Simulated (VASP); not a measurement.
Calculation: TPSS meta-GGA, VASP's PBE PAW potentials (set 64) (plane waves; VASP).

Input for VASP

**KPOINTS**
```
Automatic
0
Gamma
 7 7 7
0 0 0
```

**INCAR**
```
# general
SYSTEM   =  Li2Se
PREC     =  Accurate
ENCUT    =  520   # plane-wave cut-off (eV)
LREAL    =  .FALSE.   # projection in real space or not
LASPH    =  .TRUE.

# electronic loop
EDIFF    =  1E-7   # SCF stop (eV)
NELM     =  100   # most electronic steps
ALGO     =  Normal   # blocked Davidson
LMAXMIX  =  4   # l cut-off of mixed one-centre charges
LMIXTAU  =  .TRUE.

# smearing
ISMEAR   =  0   # Gaussian
SIGMA    =  0.05   # width (eV)

# functional
METAGGA  =  TPSS

# ions
ISIF     =  2   # forces and stress, cell fixed

# output
LWAVE    =  .FALSE.
LCHARG   =  .FALSE.
```

### POSCAR
```
Li2Se
1
    0.0000000000     2.9519054524     2.9519054524
    2.9519054524     0.0000000000     2.9519054524
    2.9519054524     2.9519054524     0.0000000000
Li Se
2 1
Direct
  0.2500000000   0.2500000000   0.2500000000
  0.7500000000   0.7500000000   0.7500000000
  1.0000000000   0.0000000000   1.0000000000
```

POTCAR, in this order: Li_sv Se (PBE.64 set). Program: vasp_std.

Problem. What does the run give for the energy per atom (σ→0), pressure?

Solution. 
```yaml
energy per atom (σ→0): -7.009 eV/atom
pressure: 1.12 GPa
```

File OSZICAR:
```
...
DAV:  31    -0.210266788967E+02   -0.11657E-04   -0.40493E-05   404   0.125E-01    0.414E-03
DAV:  32    -0.210266807942E+02   -0.18975E-05   -0.51303E-06   420   0.264E-02    0.267E-03
DAV:  33    -0.210266805703E+02    0.22395E-06   -0.38016E-07   510   0.822E-03    0.177E-03
DAV:  34    -0.210266789693E+02    0.16009E-05   -0.61147E-07   406   0.157E-02    0.229E-03
DAV:  35    -0.210266806585E+02   -0.16892E-05   -0.59104E-07   420   0.133E-02    0.182E-03
DAV:  36    -0.210266812126E+02   -0.55407E-06   -0.14903E-07   404   0.758E-03    0.138E-03
DAV:  37    -0.210266811811E+02    0.31538E-07   -0.27162E-08   294   0.208E-03
   1 F= -.21026681E+02 E0= -.21026681E+02  d E =-.267230E-26
```

The compound is Li2Se in the antifluorite structure. This cell is one point of a volume scan, at 0.97 of the reference volume.
